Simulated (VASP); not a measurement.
Output of a VASP run:

OSZICAR:
```
...
DAV:   7    -0.155519540229E+02    0.23492E-01   -0.23384E-01  1085   0.481E+00    0.406E-01
DAV:   8    -0.155425258567E+02    0.94282E-02   -0.66965E-02   851   0.248E+00    0.203E-01
DAV:   9    -0.155406583780E+02    0.18675E-02   -0.84321E-03  1070   0.108E+00    0.848E-02
DAV:  10    -0.155397724695E+02    0.88591E-03   -0.24529E-03   980   0.104E+00    0.465E-02
DAV:  11    -0.155399658816E+02   -0.19341E-03   -0.82645E-04   861   0.279E-01    0.308E-02
DAV:  12    -0.155400064355E+02   -0.40554E-04   -0.51906E-04   693   0.320E-01    0.199E-02
DAV:  13    -0.155401910031E+02   -0.18457E-03   -0.10823E-04   885   0.836E-02    0.953E-03
DAV:  14    -0.155403456612E+02   -0.15466E-03   -0.61200E-05   626   0.376E-02    0.670E-03
DAV:  15    -0.155403893438E+02   -0.43683E-04   -0.60944E-06   575   0.497E-02    0.333E-03
DAV:  16    -0.155404417254E+02   -0.52382E-04   -0.12566E-05   541   0.221E-02    0.191E-03
DAV:  17    -0.155404576398E+02   -0.15914E-04   -0.49931E-06   555   0.274E-02    0.123E-03
DAV:  18    -0.155404679901E+02   -0.10350E-04   -0.71430E-07   540   0.114E-02    0.833E-04
DAV:  19    -0.155404888786E+02   -0.20889E-04   -0.15107E-06   492   0.168E-02    0.993E-04
DAV:  20    -0.155404943359E+02   -0.54573E-05   -0.39833E-07   468   0.116E-02
   1 F= -.15540494E+02 E0= -.15541291E+02  d E =-.155405E+02
       N       E                     dE             d eps       ncg     rms          rms(c)
DAV:   1    -0.155403104496E+02    0.17843E-03   -0.57163E+00   836   0.120E+01    0.247E-01
DAV:   2    -0.155557305693E+02   -0.15420E-01   -0.16831E-01  1211   0.416E+00    0.126E-01
DAV:   3    -0.155555037257E+02    0.22684E-03   -0.17030E-03  1093   0.651E-01    0.814E-02
DAV:   4    -0.155554025873E+02    0.10114E-03   -0.38587E-04   933   0.256E-01    0.460E-02
DAV:   5    -0.155553798961E+02    0.22691E-04   -0.75826E-05   882   0.139E-01    0.257E-02
DAV:   6    -0.155553822811E+02   -0.23850E-05   -0.60758E-05   813   0.964E-02
   2 F= -.15555382E+02 E0= -.15556444E+02  d E =-.148879E-01
       N       E                     dE             d eps       ncg     rms          rms(c)
DAV:   1    -0.154582281203E+02    0.97152E-01   -0.31672E+01   836   0.291E+01    0.604E-01
DAV:   2    -0.155779382790E+02   -0.11971E+00   -0.12598E+00  1194   0.951E+00    0.277E-01
DAV:   3    -0.155772868503E+02    0.65143E-03   -0.11214E-02  1235   0.143E+00    0.183E-01
DAV:   4    -0.155768802625E+02    0.40659E-03   -0.15250E-03   924   0.499E-01    0.111E-01
DAV:   5    -0.155768055883E+02    0.74674E-04   -0.20273E-04  1065   0.214E-01    0.736E-02
DAV:   6    -0.155767964540E+02    0.91343E-05   -0.31473E-04   920   0.224E-01    0.969E-03
DAV:   7    -0.155767980298E+02   -0.15758E-05   -0.20648E-05   554   0.921E-02
   3 F= -.15576798E+02 E0= -.15577763E+02  d E =-.363037E-01
       N       E                     dE             d eps       ncg     rms          rms(c)
DAV:   1    -0.155622612967E+02    0.14535E-01   -0.62451E+00   826   0.125E+01    0.263E-01
DAV:   2    -0.155795148625E+02   -0.17254E-01   -0.18741E-01  1219   0.437E+00    0.130E-01
DAV:   3    -0.155792489715E+02    0.26589E-03   -0.16232E-03  1097   0.606E-01    0.822E-02
DAV:   4    -0.155791364200E+02    0.11255E-03   -0.37770E-04   914   0.248E-01    0.460E-02
DAV:   5    -0.155791176673E+02    0.18753E-04   -0.46315E-05   766   0.108E-01    0.298E-02
DAV:   6    -0.155791186920E+02   -0.10247E-05   -0.85640E-05   876   0.117E-01
   4 F= -.15579119E+02 E0= -.15580357E+02  d E =-.386244E-01
```

**OUTCAR**
```
------------------------ aborting loop because EDIFF is reached ----------------------------------------
  FORCE on cell =-STRESS in cart. coord.  units (eV):
  Direction    XX          YY          ZZ          XY          YZ          ZX
  --------------------------------------------------------------------------------------
  Total       -1.2081618     -1.2081618     -0.3845136     -0.0000002     -0.0000000     -0.0000000
  in kB       -6.9944896     -6.9944899     -2.2260897     -0.0000012     -0.0000000     -0.0000000
  external PRESSURE =      -5.4050231 kB  Pullay stress =       0.0000000 kB
  volume of cell :      276.74
      direct lattice vectors                 reciprocal lattice vectors
     3.484755315  0.000000000  0.000000000     0.286964194  0.165678804  0.000000000
    -1.742377160  3.017886697  0.000000000     0.000000000  0.331357702  0.000000000
     0.000000000  0.000000000 26.315063335     0.000000000  0.000000000  0.038001049
 POSITION                                       TOTAL-FORCE (eV/Angst)
 -----------------------------------------------------------------------------------
     -1.74238      3.01789      8.94354        -0.000000      0.000000      0.024955
      1.74238      1.00596     11.66619         0.000000      0.000000      0.028133
     -0.00000      2.01193     14.64887        -0.000000      0.000000     -0.028133
      0.00000      0.00000     17.37152        -0.000000     -0.000000     -0.024955
 -----------------------------------------------------------------------------------
    total drift:                               -0.000000      0.000000      0.000000
  FREE ENERGIE OF THE ION-ELECTRON SYSTEM (eV)
  ---------------------------------------------------
  free  energy   TOTEN  =       -15.5791186920 eV

  energy  without entropy=      -15.5828333331  energy(sigma->0) =      -15.58035691

 reached required accuracy - stopping structural energy minimisation
```
(Selected blocks of OUTCAR.)

POSCAR:
```
Pb(111) slab
1
    3.4847553148     0.0000000000     0.0000000000
   -1.7423771596     3.0178866965    -0.0000000000
   -0.0000000000    -0.0000000000    26.3150633353
Pb
4
Direct
  0.0000000000   0.0000000000   0.3378140000
  0.6666670000   0.3333330000   0.4459380000
  0.3333330000   0.6666670000   0.5540620000
  0.0000000000   0.0000000000   0.6621860000
```

Task: Write an INCAR and KPOINTS that could have produced this output.

Result: This is not unique; one that fits is the input of the run itself, PBEsol GGA, plane waves, VASP's PBE PAW potentials (set 64).

**KPOINTS**
```
Automatic mesh
0
gamma
 9 9 1
```

### INCAR
```
SYSTEM = Pb(111) slab
PREC = Normal
ENCUT = 400
EDIFF = 1E-5
NELM = 100
ALGO = Normal
LREAL = .FALSE.
LASPH = .TRUE.
ISMEAR = 1
SIGMA = 0.1
GGA = PS
LMAXMIX = 4
LWAVE = .TRUE.
LCHARG = .FALSE.
NELMIN = 4
LDIPOL = .TRUE.
IDIPOL = 3
DIPOL = 0.5 0.5 0.5
IBRION = 2
ISIF = 2
NSW = 50
EDIFFG = -0.03
```

POTCAR, in this order: Pb_d (PBE.64 set). Program: vasp_std.

The cell is a thin slab with vacuum, built from Pb (fcc): (111) face.
